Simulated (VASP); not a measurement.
Consider the following.

```
SrO
1.0
    0.00000     2.60303     2.60303
    2.60303     0.00000     2.60303
    2.60303     2.60303     0.00000
Sr O
1 1
Direct
  0.00000   0.00000   0.00000
  0.50000   0.50000   0.50000
```

All values below come from PBE GGA, VASP's PBE PAW potentials (set 64) (plane waves; VASP). Settings: 520 eV cut-off, Gaussian smearing of 0.050 eV, potentials Sr_sv O.

Task: Give the energies of bands 6 to 11 at the high-symmetry points, in eV from the valence-band maximum.

Result: 
```tsv
band	Γ	X	U	L	W
6	0.00	-0.49	-0.94	-2.10	-1.07
7	0.00	-0.11	-0.56	-1.07	-0.47
8	0.00	-0.11	-0.52	-1.07	-0.47
9	3.72	3.28	4.73	6.39	5.92
10	6.13	7.53	7.71	8.16	5.92
11	6.13	9.93	8.44	8.63	8.35
```

The gap is indirect, 3.28 eV, from the valence maximum at Γ to the conduction minimum at X.

The structure was generated: SrO was put into the rock salt type (Fm-3m), which need not be its known phase. It was relaxed first, which changed the volume by -21 %.
